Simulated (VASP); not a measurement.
Data:

```
ZrS2
1.0
    1.82026    -3.15277     0.00000
    1.82026     3.15277     0.00000
    0.00000     0.00000     5.79918
Zr S
1 2
Direct
  0.00000   0.00000   0.00000
  0.33333   0.66667   0.24926
  0.66667   0.33333   0.75074
```

These are vdW-DF2, VASP's PBE PAW potentials (set 64) (plane waves; VASP 6.6.1) values and carry that method's errors. Settings: 520 eV cut-off, 6×6×4 Γ-centred mesh, Gaussian smearing of 0.050 eV, potentials Zr_sv S.

Energy and stress use the plane-wave basis of the starting cell.

Q: The ions, cell shape and volume are relaxed. Which structure does the run end with?

A: 
```
ZrS2
1.0
    1.88996    -3.27350     0.00000
    1.88996     3.27350     0.00000
    0.00000     0.00000     6.02861
Zr S
1 2
Direct
  0.00000   0.00000   0.00000
  0.33333   0.66667   0.24061
  0.66667   0.33333   0.75939
```
Space group P-3m1 (164), at a tolerance of 0.03 Å.

Q: How do energy and volume change from the first to the last step?

A: The energy (σ→0) changes by -55.3 meV/atom and the volume by +12.1 %, in 11 ionic steps.

The compound is ZrS2 in the 1T layered structure. This run relaxes it. Symmetry was kept, so distortions that lower it aren't found.
